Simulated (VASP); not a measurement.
# Li4P (P-62m) in VASP: reference runs

How does Li4P come out in PBE? The cell is run as given.

All numbers are computed with VASP 6.6.1; they aren't measurements. Logs are shortened: lines on timing, memory, paths and dates and some standing lists are left out, and cuts for length are marked.

## Step 1: The crystal as given

It takes space group P-62m (No. 189, hexagonal). Conventional cell: a = 4.830 Å, b = 4.830 Å, c = 3.870 Å, α = 90.00°, β = 90.00°, γ = 120.00°. Li (site symmetry m2m) has 1 P at 1.85 Å as nearest neighbours. Li (site symmetry -62m) has 2 P at 1.94 Å as nearest neighbours. P (site symmetry -62m) is surrounded by 5 Li at 1.85 to 1.94 Å.

The cell was built by a generator and needn't be a form met in nature.

## Step 2: Single point, PBE

File INCAR:

```
SYSTEM = Li4P
  PREC = Accurate
  ENCUT = 520
  EDIFF = 1E-7
  ISMEAR = -1
  SIGMA = 0.05
  LREAL = .False.
  LASPH = .True.
  NELM = 80
  ALGO = Normal
  ISIF = 2
  LWAVE = .False.
  LCHARG = .False.
  GGA = PE
  NBANDS = 16
```

File KPOINTS:

```
Automatic mesh
0
Gamma
  7 7 7
  0 0 0
```

File POSCAR:

```
Li4P
1.0
    4.8297946900      0.0000000000      0.0000000000
   -2.4148973500      4.1827249000      0.0000000000
    0.0000000000      0.0000000000      3.8701965400
Li P
4 1
Direct
    0.6178541100      0.0000000000      0.0000000000
    0.0000000000      0.6178541100      0.0000000000
    0.3821458900      0.3821458900      0.0000000000
    0.0000000000      0.0000000000      0.5000000000
    0.0000000000      0.0000000000      0.0000000000
```

Potentials or basis: VASP PAW PBE potentials, release 64 (Li_sv, P).

Command:

```
$ cat potpaw_PBE.64/Li_sv/POTCAR potpaw_PBE.64/P/POTCAR > POTCAR
$ mpirun -np 1 vasp_std > vasp.out
```

OUTCAR:

```text
SYSTEM = Li4P
   PREC = Accurate
   ENCUT = 520
   EDIFF = 1E-7
   ISMEAR = -1
   LREAL = .False.
   LASPH = .True.
   NELM = 80
   ISIF = 2
   GGA = PE

 ion  position               nearest neighbor table
   1  0.618  0.000  0.000-   5 1.85
   2  0.000  0.618  0.000-   5 1.85
   3  0.382  0.382  0.000-   5 1.85
   4  0.000  0.000  0.500-   5 1.94   5 1.94
   5  0.000  0.000  0.000-   1 1.85   3 1.85   2 1.85   4 1.94   4 1.94

  LATTYP: Found a hexagonal cell.
 ALAT       =     4.8297946900
 C/A-ratio  =     0.8013169893

  Lattice vectors:

 A1 = (   4.8297946900,   0.0000000000,   0.0000000000)
 A2 = (  -2.4148973500,   4.1827249000,   0.0000000000)
 A3 = (   0.0000000000,   0.0000000000,   3.8701965400)

Analysis of symmetry for initial positions (statically):
=====================================================================
 Subroutine PRICEL returns:
 Original cell was already a primitive cell.

 Routine SETGRP: Setting up the symmetry group for a
 hexagonal supercell.

 Subroutine GETGRP returns: Found 12 space group operations
 (whereof 12 operations were pure point group operations)
 out of a pool of 24 trial point group operations.

The static configuration has the point symmetry D_3h.

Analysis of symmetry for dynamics (positions and initial velocities):
=====================================================================
 Subroutine PRICEL returns:
 Original cell was already a primitive cell.

 Routine SETGRP: Setting up the symmetry group for a
 hexagonal supercell.

 Subroutine GETGRP returns: Found 12 space group operations
 (whereof 12 operations were pure point group operations)
 out of a pool of 24 trial point group operations.

The dynamic configuration has the point symmetry D_3h.

 Subroutine INISYM returns: Found 12 space group operations
 (whereof 12 operations are pure point group operations),
 and found     1 'primitive' translations

----------------------------------------------------------------------------------------

                                     Primitive cell

  volume of cell :      78.1846

  direct lattice vectors                    reciprocal lattice vectors
     4.829794690  0.000000000  0.000000000     0.207048139  0.119539299  0.000000000
    -2.414897350  4.182724900  0.000000000     0.000000000  0.239078597  0.000000000
     0.000000000  0.000000000  3.870196540     0.000000000  0.000000000  0.258384811

  length of vectors
     4.829794690  4.829794695  3.870196540     0.239078597  0.239078597  0.258384811

  position of ions in fractional coordinates (direct lattice)
     0.617854110  0.000000000  0.000000000
     0.000000000  0.617854110  0.000000000
     0.382145890  0.382145890  0.000000000
     0.000000000  0.000000000  0.500000000
     0.000000000  0.000000000  0.000000000

  ion indices of the primitive-cell ions
   primitive index   ion index
                 1           1
                 2           2
                 3           3
                 4           4
                 5           5

----------------------------------------------------------------------------------------

 KPOINTS: Automatic mesh

Automatic generation of k-mesh.
 Grid dimensions read from file:
 generate k-points for:    7    7    7

 Generating k-lattice:

  Cartesian coordinates                     Fractional coordinates (reciprocal lattice)
     0.029578306  0.017077043  0.000000000     0.142857143 -0.000000000  0.000000000
     0.000000000  0.034154085  0.000000000     0.000000000  0.142857143  0.000000000
     0.000000000  0.000000000  0.036912116     0.000000000  0.000000000  0.142857143

  Length of vectors
     0.034154085  0.034154085  0.036912116

  Shift w.r.t. Gamma in fractional coordinates (k-lattice)
     0.000000000  0.000000000  0.000000000

 Subroutine IBZKPT returns following result:
 ===========================================

 Found     32 irreducible k-points:

 Following reciprocal coordinates:
            Coordinates               Weight
  0.000000  0.000000  0.000000      1.000000
  0.142857  0.000000  0.000000      6.000000
  0.285714  0.000000  0.000000      6.000000
  0.428571  0.000000  0.000000      6.000000
  0.142857  0.142857  0.000000      6.000000
  0.285714  0.142857  0.000000     12.000000
[... 16 lines left out ...]
  0.428571  0.142857  0.285714     12.000000
  0.285714  0.285714  0.285714     12.000000
 [... further k-points ...]
   k-points           NKPTS =     32   k-points in BZ     NKDIM =     32   number of bands    NBANDS=     16
   number of dos      NEDOS =    301   number of ions     NIONS =      5
   total plane-waves  NPLWV =  38880
   dimension x,y,z NGX =    36 NGY =   36 NGZ =   30
   dimension x,y,z NGXF=    72 NGYF=   72 NGZF=   60
   ions per type =               4   1
   NGX,Y,Z   is equivalent  to a cutoff of  12.39, 12.39, 12.89 a.u.
   NGXF,Y,Z  is equivalent  to a cutoff of  24.78, 24.78, 25.77 a.u.
 SYSTEM =  Li4P
   PREC   = accura    normal or accurate (medium, high low for compatibility)
   ISTART =      0    job   : 0-new  1-cont  2-samecut
   ICHARG =      2    charge: 1-file 2-atom 10-const
   ISPIN  =      1    spin polarized calculation?
   LNONCOLLINEAR =      F non collinear calculations
   LSORBIT =      F    spin-orbit coupling
   LASPH  =      T    aspherical Exc in radial PAW
   ENCUT  =  520.0 eV  38.22 Ry    6.18 a.u.   8.98  8.98  7.20*2*pi/ulx,y,z
   NELM   =     80;   NELMIN=  2; NELMDL= -5     # of ELM steps
   EDIFF  = 0.1E-06   stopping-criterion for ELM
   LREAL  =      F    real-space projection
   EDIFFG = 0.1E-05   stopping-criterion for IOM
   NSW    =      0    number of steps for IOM
   IBRION =     -1    ionic relax: 0-MD 1-quasi-New 2-CG
   NFREE  =      0    steps in history (QN), initial steepest desc. (CG)
   ISIF   =      2    stress and relaxation
   ISYM   =      2    0-nonsym 1-usesym 2-fastsym
   POTIM  = 0.5000    time-step for ionic-motion
   TEBEG  =    0.0;   TEEND  =   0.0 temperature during run
   PSTRESS=    0.0 pullay stress
   NELECT =      17.0000    total number of electrons
   NUPDOWN=      -1.0000    fix difference up-down
   EMIN   =  10.00;   EMAX   =-10.00  energy-range for DOS
   EFERMI =   0.00;   METHOD = LEGACY
   ISMEAR =    -1;   SIGMA  =   0.05  broadening in eV -4-tet -1-fermi 0-gaus
   EFERMI_NEDOS =   21; number of points for ismear=-14 and -15
   IALGO  =     38    algorithm
   IMIX   =      4    mixing-type and parameters
     AMIX     =   0.40;   BMIX     =  1.00
     AMIX_MAG =   1.60;   BMIX_MAG =  1.00
  volume/ion in A,a.u.               =      15.64       105.52
  Fermi-wavevector in a.u.,A,eV,Ry     =   0.984428  1.860300 13.185397  0.969099
  Thomas-Fermi vector in A             =   2.115660
   LORBIT       =      0    0 simple, 1 ext, 2 COOP (PROOUT), +10 PAW based schemes
   GGA     = PE    functional components
   LHFCALC =     F    Hartree Fock is set to
   AEXX    =    0.0000 exact exchange contribution
   IVDW    =     0    specifies the selected vdW correction
   LEPSILON=     F    determine dielectric tensor
   LRPA    =     F    only Hartree local field effects (RPA)
 non-spin polarized calculation
  energy-cutoff  :      520.00
  volume of cell :       78.18
 maximum number of plane-waves:      2126
 NGX is ok and might be reduce to    36
   NGX = 17   NGY = 17   NGZ = 15

 number of electron      16.9999996 magnetization

 Free energy of the ion-electron system (eV)
  ---------------------------------------------------
  ext. energy  EPLUGINS =         0.00000000
  ---------------------------------------------------
  free energy    TOTEN  =        -9.86232724 eV

  energy without entropy =       -9.84510178  energy(sigma->0) =       -9.85371451

 E-fermi :   3.1476     XC(G=0):  -7.9306

 val. band max:        3.1458820988   @ k =   0.2857   0.1429   0.0000
 cond. band min:       3.1661739115   @ k =   0.1429   0.0000   0.2857
 fundamental gap:      0.0202918127
 Fermi energy:         3.1475697307

 k-point     1 :       0.0000    0.0000    0.0000
  band No.  band energies     occupation
      1     -44.1385      2.00000
      2     -44.0807      2.00000
      3     -44.0807      2.00000
      4     -42.7669      2.00000
      5      -7.6363      2.00000
      6      -0.5550      2.00000
[... 8 lines left out ...]
     15      10.0738      0.00000
     16      10.0738      0.00000

 k-point     2 :       0.1429    0.0000    0.0000
  band No.  band energies     occupation
      1     -44.1355      2.00000
      2     -44.0830      2.00000
      3     -44.0815      2.00000
      4     -42.7669      2.00000
      5      -7.6396      2.00000
      6      -0.7773      2.00000
[... 8 lines left out ...]
     15       9.8448      0.00000
     16      10.7299      0.00000

 k-point     3 :       0.2857    0.0000    0.0000
  band No.  band energies     occupation
      1     -44.1274      2.00000
      2     -44.0895      2.00000
      3     -44.0831      2.00000
      4     -42.7669      2.00000
      5      -7.6473      2.00000
      6      -1.1068      2.00000
[... 8 lines left out ...]
     15       9.4416      0.00000
     16      10.0170      0.00000

 k-point     4 :       0.4286    0.0000    0.0000
  band No.  band energies     occupation
      1     -44.1172      2.00000
      2     -44.0984      2.00000
      3     -44.0844      2.00000
      4     -42.7669      2.00000
      5      -7.6536      2.00000
      6      -1.2907      2.00000
[... 8 lines left out ...]
     15       9.1835      0.00000
     16      10.3931      0.00000

 k-point     5 :       0.1429    0.1429    0.0000
  band No.  band energies     occupation
      1     -44.1299      2.00000
      2     -44.0871      2.00000
      3     -44.0830      2.00000
      4     -42.7669      2.00000
      5      -7.6451      2.00000
      6      -1.0106      2.00000
[... 8 lines left out ...]
     15       9.3090      0.00000
     16      10.3104      0.00000

 k-point     6 :       0.2857    0.1429    0.0000
  band No.  band energies     occupation
      1     -44.1204      2.00000
      2     -44.0946      2.00000
      3     -44.0849      2.00000
      4     -42.7669      2.00000
      5      -7.6523      2.00000
      6      -1.1996      2.00000
[... 8 lines left out ...]
     15       9.1177      0.00000
     16      10.2147      0.00000
[... 267 lines left out ...]
 k-point    21 :       0.1429    0.1429    0.2857
  band No.  band energies     occupation
      1     -44.1293      2.00000
      2     -44.0869      2.00000
      3     -44.0826      2.00000
      4     -42.7660      2.00000
      5      -7.7303      2.00000
      6      -0.7847      2.00000
[... 8 lines left out ...]
     15       9.2239      0.00000
     16       9.9073      0.00000

 k-point    22 :       0.2857    0.1429    0.2857
  band No.  band energies     occupation
      1     -44.1201      2.00000
      2     -44.0944      2.00000
      3     -44.0845      2.00000
      4     -42.7660      2.00000
      5      -7.7490      2.00000
      6      -0.7444      2.00000
[... 8 lines left out ...]
     15       9.9736      0.00000
     16      10.7404      0.00000

 k-point    23 :       0.4286    0.1429    0.2857
  band No.  band energies     occupation
      1     -44.1128      2.00000
      2     -44.1009      2.00000
      3     -44.0853      2.00000
      4     -42.7660      2.00000
      5      -7.7572      2.00000
      6      -0.7196      2.00000
[... 8 lines left out ...]
     15      10.1656      0.00000
     16      10.4807      0.00000

 k-point    24 :       0.2857    0.2857    0.2857
  band No.  band energies     occupation
      1     -44.1112      2.00000
      2     -44.1013      2.00000
      3     -44.0865      2.00000
      4     -42.7660      2.00000
      5      -7.7594      2.00000
      6      -0.6475      2.00000
[... 8 lines left out ...]
     15      10.3535      0.00000
     16      10.7379      0.00000

 [... further k-points ...]
[... 5 lines left out ...]
  --------------------------------------------------------------------------------------
  -------------------------------------------------------------------------------------
  Total       13.5670296     13.5670296     13.1779021     -0.0000000     -0.0000000     -0.0000000
  in kB      278.0189271    278.0189275    270.0448292     -0.0000003     -0.0000000     -0.0000000
  external PRESSURE =     275.3608946 kB  Pullay stress =       0.0000000 kB

 VOLUME and BASIS-vectors are now :
 -----------------------------------------------------------------------------
  energy-cutoff  :      520.00
  volume of cell :       78.18
      direct lattice vectors                 reciprocal lattice vectors
     4.829794690  0.000000000  0.000000000     0.207048139  0.119539299  0.000000000
    -2.414897350  4.182724900  0.000000000     0.000000000  0.239078597  0.000000000
     0.000000000  0.000000000  3.870196540     0.000000000  0.000000000  0.258384811

 POSITION                                       TOTAL-FORCE (eV/Angst)
 -----------------------------------------------------------------------------------
      2.98411      0.00000      0.00000        -4.686776      0.000000     -0.000000
     -1.49205      2.58431      0.00000         2.343388     -4.058867      0.000000
      0.92284      1.59841      0.00000         2.343388      4.058867     -0.000000
      0.00000      0.00000      1.93510         0.000000      0.000000     -0.000000
      0.00000      0.00000      0.00000         0.000000     -0.000000     -0.000000
 -----------------------------------------------------------------------------------
    total drift:                                0.000006      0.000010     -0.000001

  FREE ENERGIE OF THE ION-ELECTRON SYSTEM (eV)
  ---------------------------------------------------
  free  energy   TOTEN  =        -9.8623272402 eV

  energy  without entropy=       -9.8451017762  energy(sigma->0) =       -9.85371451
```

It took 27 s on 1 thread of Intel Xeon Platinum 8559C (Emerald Rapids), shared host; peak memory 0.19 GiB.

What came out:

```
Free energy            : -9.8623 eV
Largest force          : 4.687 eV/Å
Band gap on the k mesh : none (metal or under the smearing width)
```

Forces on the atoms (eV/Å):
```
Li  -4.687  0.000  0.000
Li   2.343 -4.059  0.000
Li   2.343  4.059  0.000
Li   0.000  0.000  0.000
P    0.000  0.000  0.000
```

Levels at points of the mesh, in eV from the Fermi level:
| k point | band 5 | band 6 | band 7 | band 8 | band 9 | band 10 | band 11 | band 12 | band 13 | band 14 |
| --- | --- | --- | --- | --- | --- | --- | --- | --- | --- | --- |
| (0.00, 0.00, 0.00) | -10.78 | -3.70 | -3.70 | -3.30 | -1.64 | 1.30 | 3.78 | 3.78 | 5.57 | 5.87 |

Caveat: the cutoff is under 1.25 times the usual one of these potentials, so pressure, stress and relaxed cells hold a basis-set (Pulay) error; forces of over 1 eV/Å show positions far from the minimum, so gaps and moduli don't describe the material at rest.
